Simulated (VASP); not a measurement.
# XPS shifts in Ta3Ag7, part 3 of 4

Wanted: the chemical shifts that photoemission would resolve in Ta3Ag7.

VASP 6.6.1, plane waves and PAW; the level of theory is named at each step.

So far. Step 2 (Relaxation): The forces on the free atoms are under 0.05 eV/Å.

### Step 4. Core hole, atom Ag7, shell 3d

This step: final-state core hole with the electron kept at the Fermi level, PBEsol; plane waves and PAW (Ag, Ta_pv, Ag) (VASP 6.6.1).

System of this step: Ta3Ag7. The cell holds 20 atoms: 14 Ag and 6 Ta. Cell: a = 5.869 Å, b = 5.869 Å, c = 22.300 Å, α = 90.0°, β = 90.0°, γ = 90.0°. It derives from Ag. Ta replaces host atoms (three quarters in the top layer, both faces). Vacuum lies along c.

A core electron of Ag7 (3d) is moved to the Fermi level; this atom comes first in POSCAR as a species of its own.

Input file INCAR:

```
SYSTEM = Ta3Ag7
PREC = Normal
ENCUT = 330
EDIFF = 1E-05
NELM = 120
ISMEAR = 0
SIGMA = 0.1
LREAL = Auto
ALGO = Fast
GGA = PS
NBANDS = 136
LASPH = .TRUE.
LWAVE = .FALSE.
LCHARG = .FALSE.
KPAR = 2
NCORE = 4
ICORELEVEL = 2
CLNT = 1
CLN = 3
CLL = 2
CLZ = 1
ISIF = 0
```

Input file POSCAR:

```
Ta3Ag7
1.0
    5.8689862838      0.0000000000      0.0000000000
    0.0000000000      5.8689862838      0.0000000000
    0.0000000000      0.0000000000     22.3000000000
Ag Ta Ag
1 6 13
Direct
    0.5000000000      0.5000000000      0.6799618277
    0.0000000000      0.0000000000      0.6744421419
    0.5000000000      0.0000000000      0.6755665444
    0.0000000000      0.5000000000      0.6755665444
    0.0000000000      0.0000000000      0.3255578581
    0.5000000000      0.0000000000      0.3244334556
    0.0000000000      0.5000000000      0.3244334556
    0.2526886048      0.2526886048      0.5878381360
    0.7473113952      0.2526886048      0.5878381360
    0.2526886048      0.7473113952      0.5878381360
    0.7473113952      0.7473113952      0.5878381360
    0.0000000000      0.0000000000      0.5000000000
    0.5000000000      0.0000000000      0.5000000000
    0.0000000000      0.5000000000      0.5000000000
    0.5000000000      0.5000000000      0.5000000000
    0.2526886048      0.2526886048      0.4121618640
    0.7473113952      0.2526886048      0.4121618640
    0.2526886048      0.7473113952      0.4121618640
    0.7473113952      0.7473113952      0.4121618640
    0.5000000000      0.5000000000      0.3200381723
```

Input file KPOINTS:

```
Automatic mesh
0
Gamma
4 4 1
0 0 0
```

Potentials, in the order of the species: Ag, Ta_pv and Ag (PBE family, release 64).

Started as:

```
$ mpirun -np 8 vasp_std
```

The log of the run:

```text
[banner, memory and clock lines left out]
running    8 mpi-ranks, on    1 nodes
 distrk:  each k-point on    4 cores,    2 groups
 distr:  one band on    4 cores,    1 groups

 POSCAR found type information on POSCAR AgTaAg
 POSCAR found :  3 types and      20 ions
 [... a notice as in an earlier step ...]

 LDA part: xc-table for (Slater+PW92), standard interpolation
 POSCAR, INCAR and KPOINTS ok, starting setup
 FFT: planning ... GRIDC
 FFT: planning ... GRID_SOFT
 FFT: planning ... GRID
 WAVECAR not read
 entering main loop
       N       E                     dE             d eps       ncg     rms          rms(c)
DAV:   1     0.108437934924E+04    0.10844E+04   -0.89692E+04  1888   0.103E+03
DAV:   2    -0.231996896718E+03   -0.13164E+04   -0.12670E+04  1800   0.297E+02
DAV:   3    -0.289876415356E+03   -0.57880E+02   -0.55130E+02  1872   0.566E+01
DAV:   4    -0.292059365250E+03   -0.21829E+01   -0.21318E+01  2112   0.954E+00
DAV:   5    -0.292137709100E+03   -0.78344E-01   -0.78028E-01  2112   0.164E+00    0.585E+01
RMM:   6    -0.282922152819E+03    0.92156E+01   -0.33804E+01  1707   0.169E+01    0.248E+01
RMM:   7    -0.371203608895E+03   -0.88281E+02   -0.55090E+01  2161   0.117E+01    0.408E+01
RMM:   8    -0.281796031646E+03    0.89408E+02   -0.19533E+01  1895   0.841E+00    0.969E+00
RMM:   9    -0.281147099003E+03    0.64893E+00   -0.79062E+00  1961   0.476E+00    0.704E+00
RMM:  10    -0.280587797177E+03    0.55930E+00   -0.20137E+00  1878   0.292E+00    0.508E+00
RMM:  11    -0.280191754320E+03    0.39604E+00   -0.62522E-01  1882   0.160E+00    0.331E+00
RMM:  12    -0.279991082727E+03    0.20067E+00   -0.12008E-01  1966   0.618E-01    0.190E+00
RMM:  13    -0.279929889190E+03    0.61194E-01   -0.79984E-02  1974   0.489E-01    0.661E-01
RMM:  14    -0.279929618851E+03    0.27034E-03   -0.22880E-02  2031   0.290E-01    0.348E-01
RMM:  15    -0.279928948697E+03    0.67015E-03   -0.76066E-03  2093   0.154E-01    0.227E-01
RMM:  16    -0.279927789055E+03    0.11596E-02   -0.21910E-03  1945   0.925E-02    0.111E-01
RMM:  17    -0.279927688504E+03    0.10055E-03   -0.59343E-04  2027   0.446E-02    0.667E-02
RMM:  18    -0.279927693888E+03   -0.53832E-05   -0.26746E-04  1862   0.249E-02    0.395E-02
RMM:  19    -0.279927722026E+03   -0.28138E-04   -0.90983E-05  1551   0.181E-02    0.122E-02
RMM:  20    -0.279927818187E+03   -0.96162E-04   -0.39147E-05  1408   0.880E-03    0.799E-03
RMM:  21    -0.279928010196E+03   -0.19201E-03   -0.38103E-05  1375   0.773E-03    0.715E-03
RMM:  22    -0.279928104025E+03   -0.93829E-04   -0.11777E-05  1164   0.440E-03    0.434E-03
RMM:  23    -0.279928200777E+03   -0.96752E-04   -0.66688E-06  1010   0.352E-03    0.529E-03
RMM:  24    -0.279928267988E+03   -0.67211E-04   -0.36030E-06   744   0.270E-03    0.259E-03
RMM:  25    -0.279928301603E+03   -0.33616E-04   -0.18875E-06   578   0.221E-03    0.891E-04
RMM:  26    -0.279928308218E+03   -0.66143E-05   -0.58497E-07   420   0.181E-03
   1 F= -.27992831E+03 E0= -.27986620E+03  d E =-.124209E+00
```

Elapsed: 33 s, on 8 MPI ranks of AMD EPYC 9R45, shared host; peak memory 1.6 GiB.

OUTCAR, selected parts (step 4):

```text
 Subroutine GETGRP returns: Found  8 space group operations
 (whereof  8 operations were pure point group operations)

The static configuration has the point symmetry C_4v.

 Found      6 irreducible k-points:

   NELECT =     221.0000    total number of electrons

 the core state eigenenergies are
   1-  1s -25381.9210  2s  -3782.3184  2p  -3398.7147  3s   -715.8142  3p   -589.7308
       3d   -393.3935  4s   -100.5260  4p    -62.5938
   2-  1s -67337.4956  2s -11563.2023  2p -10130.3845  3s  -2644.6886  3p  -2218.7310
       3d  -1722.4691  4s   -534.6833  4p   -394.9937  4d   -216.3752  4f    -18.9762
       5s    -67.0435
   3-  1s -67337.8646  2s -11563.5576  2p -10130.7404  3s  -2645.0432  3p  -2219.0856
       3d  -1722.8231  4s   -535.0352  4p   -395.3451  4d   -216.7256  4f    -19.3244
       5s    -67.3861
   4-  1s -67337.8646  2s -11563.5576  2p -10130.7404  3s  -2645.0432  3p  -2219.0856
       3d  -1722.8231  4s   -535.0352  4p   -395.3451  4d   -216.7256  4f    -19.3244
       5s    -67.3861
   5-  1s -67337.5023  2s -11563.2013  2p -10130.3841  3s  -2644.6869  3p  -2218.7293
       3d  -1722.4671  4s   -534.6808  4p   -394.9911  4d   -216.3722  4f    -18.9735
       5s    -67.0420
   6-  1s -67338.0817  2s -11563.7728  2p -10130.9561  3s  -2645.2510  3p  -2219.2935
       3d  -1723.0321  4s   -535.2322  4p   -395.5410  4d   -216.9202  4f    -19.5135
       5s    -67.5535
   7-  1s -67338.0817  2s -11563.7728  2p -10130.9561  3s  -2645.2510  3p  -2219.2935
       3d  -1723.0321  4s   -535.2322  4p   -395.5410  4d   -216.9202  4f    -19.5135
       5s    -67.5535
   8-  1s -25321.9601  2s  -3725.6699  2p  -3341.1751  3s   -680.4505  3p   -554.2176
       3d   -355.3172  4s    -91.4438  4p    -54.8583
   9-  1s -25321.9601  2s  -3725.6699  2p  -3341.1751  3s   -680.4505  3p   -554.2176
       3d   -355.3172  4s    -91.4438  4p    -54.8583
  10-  1s -25321.9601  2s  -3725.6699  2p  -3341.1751  3s   -680.4505  3p   -554.2176
       3d   -355.3172  4s    -91.4438  4p    -54.8583
  11-  1s -25321.9601  2s  -3725.6699  2p  -3341.1751  3s   -680.4505  3p   -554.2176
       3d   -355.3172  4s    -91.4438  4p    -54.8583
  12-  1s -25321.1955  2s  -3724.8618  2p  -3340.3676  3s   -679.7132  3p   -553.4798
       3d   -354.5690  4s    -90.8491  4p    -54.2949
  13-  1s -25321.4777  2s  -3725.1522  2p  -3340.6587  3s   -679.9692  3p   -553.7361
       3d   -354.8296  4s    -91.0361  4p    -54.4676
  14-  1s -25321.4777  2s  -3725.1522  2p  -3340.6587  3s   -679.9692  3p   -553.7361
       3d   -354.8296  4s    -91.0361  4p    -54.4676
  15-  1s -25321.4831  2s  -3725.1638  2p  -3340.6701  3s   -679.9797  3p   -553.7466
       3d   -354.8406  4s    -91.0462  4p    -54.4779
  16-  1s -25321.9718  2s  -3725.6781  2p  -3341.1836  3s   -680.4589  3p   -554.2260
       3d   -355.3253  4s    -91.4522  4p    -54.8666
  17-  1s -25321.9718  2s  -3725.6781  2p  -3341.1836  3s   -680.4589  3p   -554.2260
[...]
20-  1s -25321.8430  2s  -3725.5224  2p  -3341.0310  3s   -680.2855  3p   -554.0527
       3d   -355.1526  4s    -91.2457  4p    -54.6554

 E-fermi :   1.0951

 k-point     1 :       0.0000    0.0000    0.0000
  band No.  band energies     occupation
    ...
    107       0.4307      2.00000
    108       0.5088      2.00000
    109       0.9957      1.83995
    110       0.9957      1.83995
    111       1.0598      1.38185
    112       1.1924      0.16874
    113       1.1924      0.16874
    114       1.4755      0.00000
    115       1.4755      0.00000
    116       1.5040      0.00000
    ...

 k-point     2 :       0.2500    0.0000    0.0000
  band No.  band energies     occupation
    ...
    107       0.6690      2.00000
    108       0.7290      2.00000
    109       0.7637      2.00000
    110       0.9457      1.96532
    111       1.0251      1.67763
    112       1.1982      0.14477
    113       1.2171      0.08440
    114       1.3963      0.00002
    115       1.5206      0.00000
    116       1.5950      0.00000
    ...

 POSITION                                       TOTAL-FORCE (eV/Angst)
 -----------------------------------------------------------------------------------
      2.93449      2.93449     15.16315         0.000000      0.000000      0.363089
      0.00000      0.00000     15.04006         0.000000      0.000000     -0.302081
      2.93449      0.00000     15.06513         0.000000      0.000000      0.075143
      0.00000      2.93449     15.06513         0.000000      0.000000      0.075143
      0.00000      0.00000      7.25994         0.000000      0.000000      0.147309
      2.93449      0.00000      7.23487         0.000000      0.000000     -0.071540
      0.00000      2.93449      7.23487         0.000000      0.000000     -0.071540
      1.48303      1.48303     13.10879        -0.119810     -0.119810     -0.042236
      4.38596      1.48303     13.10879         0.119810     -0.119810     -0.042236
      1.48303      4.38596     13.10879        -0.119810      0.119810     -0.042236
      4.38596      4.38596     13.10879         0.119810      0.119810     -0.042236
      0.00000      0.00000     11.15000         0.000000      0.000000     -0.030607
      2.93449      0.00000     11.15000         0.000000      0.000000      0.006879
      0.00000      2.93449     11.15000         0.000000      0.000000      0.006879
      2.93449      2.93449     11.15000         0.000000     -0.000000     -0.005403
      1.48303      1.48303      9.19121        -0.043332     -0.043332     -0.036514
      4.38596      1.48303      9.19121         0.043332     -0.043332     -0.036514
      1.48303      4.38596      9.19121        -0.043332      0.043332     -0.036514
      4.38596      4.38596      9.19121         0.043332      0.043332     -0.036514
      2.93449      2.93449      7.13685         0.000000      0.000000      0.121732
 -----------------------------------------------------------------------------------
    total drift:                                0.000000      0.000000     -0.000412

  FREE ENERGIE OF THE ION-ELECTRON SYSTEM (eV)
  ---------------------------------------------------
  free  energy   TOTEN  =      -279.9283082177 eV

  energy  without entropy=     -279.8040992264  energy(sigma->0) =     -279.86620372

[... 6 parts as in an earlier step ...]

[... 5 further parts left out ...]
```

This run has no spin polarisation.

This step gave:

```
free energy (TOTEN)     : -279.9283 eV
energy at zero smearing : -279.8662 eV
Fermi energy            : 1.095 eV
```

This is the reference for holes on Ag.

### Step 5. Core hole, atom Ag8, shell 3d

The same hole on the next atom.

INCAR is that of step 4.

POSCAR: that of step 4 with these lines changed.

```diff
@@ -8,3 +8,3 @@
 Direct
-    0.5000000000      0.5000000000      0.6799618277
+    0.2526886048      0.2526886048      0.5878381360
     0.0000000000      0.0000000000      0.6744421419
@@ -15,3 +15,3 @@
     0.0000000000      0.5000000000      0.3244334556
-    0.2526886048      0.2526886048      0.5878381360
+    0.5000000000      0.5000000000      0.6799618277
     0.7473113952      0.2526886048      0.5878381360
```

KPOINTS is that of step 4.

Started as:

```
$ mpirun -np 8 vasp_std
```

The log of the run:

```text
[... set-up lines as in an earlier step ...]
 entering main loop
       N       E                     dE             d eps       ncg     rms          rms(c)
DAV:   1     0.108104019318E+04    0.10810E+04   -0.89640E+04  2208   0.103E+03
DAV:   2    -0.232025780162E+03   -0.13131E+04   -0.12666E+04  2096   0.297E+02
DAV:   3    -0.289592856460E+03   -0.57567E+02   -0.54916E+02  2192   0.564E+01
DAV:   4    -0.291732671345E+03   -0.21398E+01   -0.20910E+01  2472   0.937E+00
[...]
RMM:  24    -0.279694646667E+03   -0.54975E-04   -0.28922E-06   849   0.259E-03    0.176E-03
RMM:  25    -0.279694660445E+03   -0.13778E-04   -0.85224E-07   559   0.193E-03    0.820E-04
RMM:  26    -0.279694665796E+03   -0.53510E-05   -0.52232E-07   502   0.180E-03
   1 F= -.27969467E+03 E0= -.27962878E+03  d E =-.131773E+00
```

The job ended after 40 s (8 MPI ranks; peak memory 1.6 GiB).

From OUTCAR (step 5):

```text
 POSITION                                       TOTAL-FORCE (eV/Angst)
 -----------------------------------------------------------------------------------
      1.48303      1.48303     13.10879         0.109712      0.109712     -0.624769
      0.00000      0.00000     15.04006        -0.125634     -0.125634      0.124804
      2.93449      0.00000     15.06513         0.145717     -0.206622      0.451173
      0.00000      2.93449     15.06513        -0.206622      0.145717      0.451173
      0.00000      0.00000      7.25994         0.004816      0.004816      0.071044
      2.93449      0.00000      7.23487        -0.001968      0.005198     -0.063932
      0.00000      2.93449      7.23487         0.005198     -0.001968     -0.063932
      2.93449      2.93449     15.16315         0.040087      0.040087     -0.103613
      4.38596      1.48303     13.10879         0.028870     -0.051857      0.020255
      1.48303      4.38596     13.10879        -0.051857      0.028870      0.020255
      4.38596      4.38596     13.10879         0.059171      0.059171      0.069172
      0.00000      0.00000     11.15000        -0.063500     -0.063500     -0.100811
      2.93449      0.00000     11.15000         0.041029     -0.035097     -0.036444
      0.00000      2.93449     11.15000        -0.035097      0.041029     -0.036444
[...]
-----------------------------------------------------------------------------------
    total drift:                               -0.005441     -0.005441      0.004952

  FREE ENERGIE OF THE ION-ELECTRON SYSTEM (eV)
  ---------------------------------------------------
  free  energy   TOTEN  =      -279.6946657964 eV

  energy  without entropy=     -279.5628930818  energy(sigma->0) =     -279.62877944

[... 1 part as in an earlier step ...]

[... 2 further parts left out ...]
[key lines of the parts left out:]
E-fermi :   1.0942
```

Against the hole on Ag7 the energy differs by +0.24 eV.

### Step 6. Core hole, atom Ta3, shell 4f

This step: final-state core hole with the electron kept at the Fermi level, PBEsol; plane waves and PAW (Ta_pv, Ta_pv, Ag) (VASP 6.6.1).

System of this step: Ta3Ag7. The cell holds 20 atoms: 6 Ta and 14 Ag. Cell: a = 5.869 Å, b = 5.869 Å, c = 22.300 Å, α = 90.0°, β = 90.0°, γ = 90.0°. It derives from Ag. Ta replaces host atoms (three quarters in the top layer, both faces). Vacuum lies along c.

A core electron of Ta3 (4f) is moved to the Fermi level; this atom comes first in POSCAR as a species of its own.

INCAR: that of step 5 with these lines changed.

```diff
@@ -18,4 +18,4 @@
 CLNT = 1
-CLN = 3
-CLL = 2
+CLN = 4
+CLL = 3
 CLZ = 1
```

POSCAR: that of step 5 with these lines changed.

```diff
@@ -5,9 +5,8 @@
     0.0000000000      0.0000000000     22.3000000000
-Ag Ta Ag
-1 6 13
+Ta Ta Ag
+1 5 14
 Direct
-    0.2526886048      0.2526886048      0.5878381360
+    0.0000000000      0.5000000000      0.6755665444
     0.0000000000      0.0000000000      0.6744421419
     0.5000000000      0.0000000000      0.6755665444
-    0.0000000000      0.5000000000      0.6755665444
     0.0000000000      0.0000000000      0.3255578581
@@ -16,2 +15,3 @@
     0.5000000000      0.5000000000      0.6799618277
+    0.2526886048      0.2526886048      0.5878381360
     0.7473113952      0.2526886048      0.5878381360
```

KPOINTS is that of step 5.

PAW data sets: Ta_pv, Ta_pv and Ag (PBE family, release 64).

Started as:

```
$ mpirun -np 8 vasp_std
```

The log of the run:

```text
[banner, memory and clock lines left out]
running    8 mpi-ranks, on    1 nodes
[...]
[... a notice as in an earlier step ...]

 LDA part: xc-table for (Slater+PW92), standard interpolation
 POSCAR, INCAR and KPOINTS ok, starting setup
[...]
entering main loop
       N       E                     dE             d eps       ncg     rms          rms(c)
DAV:   1     0.110474778107E+04    0.11047E+04   -0.89765E+04  2840   0.103E+03
DAV:   2    -0.208215418872E+03   -0.13130E+04   -0.12663E+04  2712   0.295E+02
DAV:   3    -0.270398677475E+03   -0.62183E+02   -0.58633E+02  2856   0.571E+01
DAV:   4    -0.272652673084E+03   -0.22540E+01   -0.22092E+01  3016   0.988E+00
[...]
RMM:  19    -0.254909766183E+03    0.66962E-04   -0.23244E-04  2689   0.282E-02    0.421E-02
RMM:  20    -0.254909787457E+03   -0.21275E-04   -0.19282E-04  2528   0.229E-02    0.365E-02
RMM:  21    -0.254909873042E+03   -0.85585E-04   -0.70695E-05  2274   0.129E-02    0.322E-02
WARNING in EDDRMM: call to ZHEGV failed, returncode =   8  4    132
RMM:  22    -0.254910042338E+03   -0.16930E-03   -0.32121E-05  2100   0.827E-03    0.189E-02
RMM:  23    -0.254910296483E+03   -0.25415E-03   -0.48528E-05  2127   0.930E-03    0.126E-02
RMM:  24    -0.254910458379E+03   -0.16190E-03   -0.12612E-05  1819   0.494E-03    0.113E-02
RMM:  25    -0.254910575215E+03   -0.11684E-03   -0.81003E-06  1620   0.409E-03    0.373E-03
RMM:  26    -0.254910656750E+03   -0.81535E-04   -0.38256E-06  1041   0.270E-03    0.213E-03
RMM:  27    -0.254910678098E+03   -0.21349E-04   -0.11461E-06   727   0.201E-03    0.105E-03
RMM:  28    -0.254910687407E+03   -0.93089E-05   -0.77979E-07   689   0.194E-03
   1 F= -.25491069E+03 E0= -.25484825E+03  d E =-.124866E+00
```

Elapsed: 53 s, on 8 MPI ranks; peak memory 1.7 GiB.

[end of part 3 of 4]

[Lines on the potential files, build, host, timing and source positions are cut from VASP's logs without a mark.]

[Logs are printed without paths, hosts, clocks, repeated set-up lines and the standing remarks that a program may print on its own settings, such as how far it seeks lower states.]

[Hosts, paths, dates, database ids (printed as entryN), source tags and the programs' standing remarks are cut or masked in the printed files.]
